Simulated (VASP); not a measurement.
Computed with r2SCAN meta-GGA, VASP's PBE PAW potentials (set 64) (plane waves; VASP).

The input files of a VASP run:

**KPOINTS**
```
Automatic mesh
0
Gamma
3 3 3
0 0 0
```

File POSCAR:
```
Y2ZnS4
1.0
  0.0000000000   5.4336628922   5.4336628922
  5.4336628922   0.0000000000   5.4336628922
  5.4336628922   5.4336628922   0.0000000000
Y Zn S
4 2 8
Cartesian
  1.3584157231   4.0752471691   4.0752471691
  4.0752471691   4.0752471691   1.3584157231
  4.0752471691   1.3584157231   4.0752471691
  1.3584157231   1.3584157231   1.3584157231
  8.1504943383   8.1504943383   8.1504943383
  5.4336628922   5.4336628922   5.4336628922
  9.5192236306   6.7817650455   6.7817650455
  6.8023921850   6.8023921850   4.0649335999
  6.7817650455   9.5192236306   6.7817650455
  4.0649335999   4.0649335999   4.0649335999
  9.5192236306   9.5192236306   9.5192236306
  6.8023921850   4.0649335999   6.8023921850
  6.7817650455   6.7817650455   9.5192236306
  4.0649335999   6.8023921850   6.8023921850
```

**INCAR**
```
ALGO = Normal
EDIFF = 1E-6
EDIFFG = -0.02
ENCUT = 400
IBRION = 2
ISIF = 3
ISMEAR = 0
LASPH = T
LCHARG = F
LMAXMIX = 4
LMIXTAU = T
LREAL = Auto
LWAVE = F
METAGGA = R2SCAN
NELM = 100
NSW = 60
PREC = Accurate
SIGMA = 0.05
SYSTEM = Y2ZnS4
```

POTCAR, in this order: Y_sv Zn S (PBE.64 set). Program: vasp_std.

The resulting files:

File OSZICAR:
```
...
DAV:   5    -0.221051282027E+03   -0.36486E+00   -0.36464E+00   760   0.501E+00    0.690E+01
DAV:   6    -0.199001770129E+03    0.22050E+02   -0.21349E+01   816   0.603E+01    0.459E+01
DAV:   7    -0.181536893454E+03    0.17465E+02   -0.15297E+01   683   0.213E+01    0.116E+01
DAV:   8    -0.190570019962E+03   -0.90331E+01   -0.68458E+00   638   0.150E+01    0.141E+01
DAV:   9    -0.191658993688E+03   -0.10890E+01   -0.47782E-01   728   0.289E+00    0.152E+01
DAV:  10    -0.190125273099E+03    0.15337E+01   -0.20529E+00   635   0.712E+00    0.876E+00
DAV:  11    -0.190114298610E+03    0.10974E-01   -0.37569E-01   624   0.308E+00    0.381E+00
DAV:  12    -0.190130499542E+03   -0.16201E-01   -0.39795E-02   680   0.859E-01    0.326E+00
DAV:  13    -0.190197689273E+03   -0.67190E-01   -0.79063E-02   608   0.134E+00    0.349E+00
DAV:  14    -0.190193403566E+03    0.42857E-02   -0.10106E-02   672   0.389E-01    0.289E+00
DAV:  15    -0.190193805599E+03   -0.40203E-03   -0.52688E-03   664   0.362E-01    0.191E+00
DAV:  16    -0.190199454721E+03   -0.56491E-02   -0.10085E-02   651   0.533E-01    0.464E-01
DAV:  17    -0.190200878380E+03   -0.14237E-02   -0.97522E-04   656   0.139E-01    0.354E-01
DAV:  18    -0.190200845962E+03    0.32417E-04   -0.36958E-04   720   0.667E-02    0.386E-01
DAV:  19    -0.190200168605E+03    0.67736E-03   -0.24897E-04   608   0.727E-02    0.315E-01
DAV:  20    -0.190200921427E+03   -0.75282E-03   -0.26984E-04   592   0.859E-02    0.868E-02
DAV:  21    -0.190200987020E+03   -0.65593E-04   -0.49011E-05   648   0.371E-02    0.462E-02
DAV:  22    -0.190200996917E+03   -0.98969E-05   -0.64524E-06   512   0.142E-02    0.340E-02
DAV:  23    -0.190200983153E+03    0.13764E-04   -0.63599E-06   504   0.987E-03    0.122E-02
DAV:  24    -0.190200996649E+03   -0.13497E-04   -0.29294E-06   464   0.854E-03    0.799E-03
DAV:  25    -0.190200993367E+03    0.32824E-05   -0.36999E-07   336   0.326E-03    0.417E-03
DAV:  26    -0.190200996023E+03   -0.26562E-05   -0.27967E-07   336   0.252E-03    0.204E-03
DAV:  27    -0.190200995926E+03    0.97374E-07   -0.74055E-08   336   0.110E-03
   1 F= -.19020100E+03 E0= -.19020100E+03  d E =-.190201E+03
       N       E                     dE             d eps       ncg     rms          rms(c)
DAV:   1    -0.191410537463E+03   -0.12095E+01   -0.27831E+01   665   0.355E+01    0.119E+01
DAV:   2    -0.190544833270E+03    0.86570E+00   -0.49269E+00   784   0.164E+01    0.467E+00
DAV:   3    -0.190257650214E+03    0.28718E+00   -0.55566E-01   750   0.315E+00    0.205E+00
DAV:   4    -0.190194573156E+03    0.63077E-01   -0.36626E-01   864   0.193E+00    0.329E+00
DAV:   5    -0.190190721085E+03    0.38521E-02   -0.15876E-02   720   0.446E-01    0.350E+00
DAV:   6    -0.190190871207E+03   -0.15012E-03   -0.80600E-04   872   0.873E-02    0.353E+00
DAV:   7    -0.190230655499E+03   -0.39784E-01   -0.87027E-02   880   0.104E+00    0.408E+00
DAV:   8    -0.190231492010E+03   -0.83651E-03   -0.11817E-02   728   0.451E-01    0.332E+00
DAV:   9    -0.190230423945E+03    0.10681E-02   -0.27684E-03   800   0.160E-01    0.282E+00
DAV:  10    -0.190225277806E+03    0.51461E-02   -0.83643E-03   678   0.369E-01    0.102E+00
DAV:  11    -0.190225373161E+03   -0.95355E-04   -0.12295E-03   936   0.117E-01    0.532E-01
DAV:  12    -0.190225606902E+03   -0.23374E-03   -0.20776E-03   648   0.179E-01    0.191E-01
DAV:  13    -0.190225770605E+03   -0.16370E-03   -0.73950E-04   606   0.111E-01    0.384E-01
DAV:  14    -0.190225786349E+03   -0.15744E-04   -0.50326E-05   691   0.247E-02    0.323E-01
DAV:  15    -0.190225706072E+03    0.80277E-04   -0.70990E-05   688   0.313E-02    0.133E-01
DAV:  16    -0.190225678866E+03    0.27206E-04   -0.33529E-05   896   0.203E-02    0.228E-02
DAV:  17    -0.190225676786E+03    0.20802E-05   -0.11815E-06   392   0.481E-03    0.370E-03
DAV:  18    -0.190225674701E+03    0.20849E-05   -0.83594E-07   321   0.356E-03    0.898E-03
DAV:  19    -0.190225674434E+03    0.26730E-06   -0.31682E-07   321   0.341E-03
   2 F= -.19022567E+03 E0= -.19022567E+03  d E =-.246785E-01
       N       E                     dE             d eps       ncg     rms          rms(c)
DAV:   1    -0.190503475884E+03   -0.27780E+00   -0.54088E+00   665   0.147E+01    0.520E+00
DAV:   2    -0.190316507113E+03    0.18697E+00   -0.10038E+00   763   0.933E+00    0.192E+00
DAV:   3    -0.190265062816E+03    0.51444E-01   -0.92024E-02   630   0.120E+00    0.861E-01
DAV:   4    -0.190255310419E+03    0.97524E-02   -0.78397E-02   776   0.870E-01    0.140E+00
DAV:   5    -0.190257587719E+03   -0.22773E-02   -0.44380E-03   696   0.235E-01    0.119E+00
DAV:   6    -0.190257420801E+03    0.16692E-03   -0.18850E-03   739   0.182E-01    0.873E-01
DAV:   7    -0.190259606656E+03   -0.21859E-02   -0.32662E-03   736   0.263E-01    0.415E-01
DAV:   8    -0.190259713676E+03   -0.10702E-03   -0.85247E-04   726   0.118E-01    0.279E-01
DAV:   9    -0.190259689562E+03    0.24114E-04   -0.22104E-04   582   0.796E-02    0.180E-01
DAV:  10    -0.190259635934E+03    0.53628E-04   -0.40244E-04   851   0.688E-02    0.646E-02
DAV:  11    -0.190259647001E+03   -0.11067E-04   -0.58326E-05   654   0.385E-02    0.425E-02
DAV:  12    -0.190259662471E+03   -0.15470E-04   -0.88447E-06   664   0.116E-02    0.121E-02
DAV:  13    -0.190259661719E+03    0.75245E-06   -0.10459E-06   336   0.587E-03
   3 F= -.19025966E+03 E0= -.19025966E+03  d E =-.586658E-01
       N       E                     dE             d eps       ncg     rms          rms(c)
DAV:   1    -0.190259828511E+03   -0.16604E-03   -0.34962E-03   670   0.382E-01    0.136E-01
DAV:   2    -0.190259669506E+03    0.15900E-03   -0.64236E-04   768   0.215E-01    0.500E-02
DAV:   3    -0.190259645553E+03    0.23953E-04   -0.60155E-05   654   0.303E-02    0.227E-02
DAV:   4    -0.190259638808E+03    0.67443E-05   -0.52198E-05   792   0.217E-02    0.362E-02
DAV:   5    -0.190259642220E+03   -0.34112E-05   -0.27450E-06   504   0.582E-03    0.303E-02
DAV:   6    -0.190259640189E+03    0.20305E-05   -0.11463E-06   311   0.614E-03    0.197E-02
DAV:   7    -0.190259646631E+03   -0.64414E-05   -0.41277E-06   504   0.829E-03    0.132E-02
DAV:   8    -0.190259646428E+03    0.20278E-06   -0.45288E-07   306   0.298E-03
   4 F= -.19025965E+03 E0= -.19025965E+03  d E =-.586505E-01
       N       E                     dE             d eps       ncg     rms          rms(c)
DAV:   1    -0.190261030097E+03   -0.13835E-02   -0.10345E-01   557   0.107E+00    0.319E-01
DAV:   2    -0.190260947680E+03    0.82416E-04   -0.71696E-03   728   0.381E-01    0.230E-01
DAV:   3    -0.190260890894E+03    0.56786E-04   -0.43551E-04   696   0.932E-02    0.119E-01
DAV:   4    -0.190260819045E+03    0.71849E-04   -0.20805E-04   808   0.573E-02    0.495E-02
DAV:   5    -0.190260812615E+03    0.64302E-05   -0.46723E-05   867   0.282E-02    0.210E-02
DAV:   6    -0.190260808487E+03    0.41273E-05   -0.29895E-05   712   0.278E-02    0.121E-02
DAV:   7    -0.190260811118E+03   -0.26303E-05   -0.11643E-05   582   0.177E-02    0.344E-03
DAV:   8    -0.190260813192E+03   -0.20746E-05   -0.32315E-06   488   0.869E-03    0.319E-03
DAV:   9    -0.190260812814E+03    0.37809E-06   -0.51613E-07   301   0.427E-03
   5 F= -.19026081E+03 E0= -.19026081E+03  d E =-.116639E-02
       N       E                     dE             d eps       ncg     rms          rms(c)
DAV:   1    -0.190261160823E+03   -0.34763E-03   -0.62442E-02   557   0.830E-01    0.245E-01
DAV:   2    -0.190261084697E+03    0.76126E-04   -0.43351E-03   736   0.294E-01    0.177E-01
DAV:   3    -0.190261043494E+03    0.41203E-04   -0.26013E-04   696   0.722E-02    0.920E-02
DAV:   4    -0.190260997880E+03    0.45614E-04   -0.12707E-04   816   0.446E-02    0.385E-02
DAV:   5    -0.190260993474E+03    0.44059E-05   -0.28396E-05   867   0.219E-02    0.163E-02
DAV:   6    -0.190260990755E+03    0.27190E-05   -0.17992E-05   688   0.215E-02    0.941E-03
DAV:   7    -0.190260991547E+03   -0.79220E-06   -0.68347E-06   550   0.135E-02
   6 F= -.19026099E+03 E0= -.19026099E+03  d E =-.134512E-02
```

File OUTCAR:
```
------------------------ aborting loop because EDIFF is reached ----------------------------------------
  FORCE on cell =-STRESS in cart. coord.  units (eV):
  Direction    XX          YY          ZZ          XY          YZ          ZX
  --------------------------------------------------------------------------------------
  Total       -0.0417707     -0.0417707     -0.0417707      0.0000000      0.0000000     -0.0000000
  in kB       -0.2027907     -0.2027907     -0.2027907      0.0000000      0.0000000     -0.0000000
  external PRESSURE =      -0.2027907 kB  Pullay stress =       0.0000000 kB
  volume of cell :      330.02
      direct lattice vectors                 reciprocal lattice vectors
     0.000000000  5.484891353  5.484891353    -0.091159509  0.091159509  0.091159509
     5.484891353 -0.000000000  5.484891353     0.091159509 -0.091159509  0.091159509
     5.484891353  5.484891353  0.000000000     0.091159509  0.091159509 -0.091159509
 POSITION                                       TOTAL-FORCE (eV/Angst)
 -----------------------------------------------------------------------------------
      1.37122      4.11367      4.11367         0.000000      0.000000      0.000000
      4.11367      4.11367      1.37122         0.000000      0.000000      0.000000
      4.11367      1.37122      4.11367         0.000000      0.000000      0.000000
      1.37122      1.37122      1.37122         0.000000      0.000000      0.000000
      8.22734      8.22734      8.22734         0.000000      0.000000      0.000000
      5.48489      5.48489      5.48489         0.000000      0.000000      0.000000
      9.61092      6.84376      6.84376         0.001094     -0.001094     -0.001094
      6.86847      6.86847      4.10131         0.001094      0.001094     -0.001094
      6.84376      9.61092      6.84376        -0.001094      0.001094     -0.001094
      4.10131      4.10131      4.10131        -0.001094     -0.001094     -0.001094
      9.61092      9.61092      9.61092         0.001094      0.001094      0.001094
      6.86847      4.10131      6.86847         0.001094     -0.001094      0.001094
      6.84376      6.84376      9.61092        -0.001094     -0.001094      0.001094
      4.10131      6.86847      6.86847        -0.001094      0.001094      0.001094
 -----------------------------------------------------------------------------------
    total drift:                                0.000000      0.000000      0.000000
  FREE ENERGIE OF THE ION-ELECTRON SYSTEM (eV)
  ---------------------------------------------------
  free  energy   TOTEN  =      -190.2609915472 eV

  energy  without entropy=     -190.2609915472  energy(sigma->0) =     -190.26099155

 reached required accuracy - stopping structural energy minimisation
```
(Selected blocks of OUTCAR.)

### CONTCAR
```
Y2ZnS4
   1.00000000000000
     0.0000000000000000    5.4848913528022134    5.4848913528022134
     5.4848913528022134   -0.0000000000000000    5.4848913528022134
     5.4848913528022134    5.4848913528022134    0.0000000000000000
  Y               Zn              S
     4     2     8
Direct
     0.6250000000000000    0.1250000000000000    0.1250000000000000
     0.1250000000000000    0.1250000000000000    0.6250000000000000
     0.1250000000000000    0.6250000000000000    0.1250000000000000
     0.1250000000000000    0.1250000000000000    0.1250000000000000
     0.7500000000000000    0.7500000000000000    0.7500000000000000
     0.5000000000000000    0.5000000000000000    0.5000000000000000
     0.3716201527193610    0.8761266157268790    0.8761266157268790
     0.3738733842731209    0.3738733842731209    0.8783798472806390
     0.8761266157268790    0.3716201527193610    0.8761266157268790
     0.3738733842731209    0.3738733842731209    0.3738733842731209
     0.8761266157268790    0.8761266157268790    0.8761266157268790
     0.3738733842731209    0.8783798472806390    0.3738733842731209
     0.8761266157268790    0.8761266157268790    0.3716201527193610
     0.8783798472806390    0.3738733842731209    0.3738733842731209
```

Energy and stress use the plane-wave basis of the starting cell.

The structure comes from a computed database's Y2ZnS4 entry (Fd-3m); how it stands against other phases isn't given here. This run relaxes it. Symmetry was kept, so distortions that lower it aren't found. The start is the result of an earlier pass.
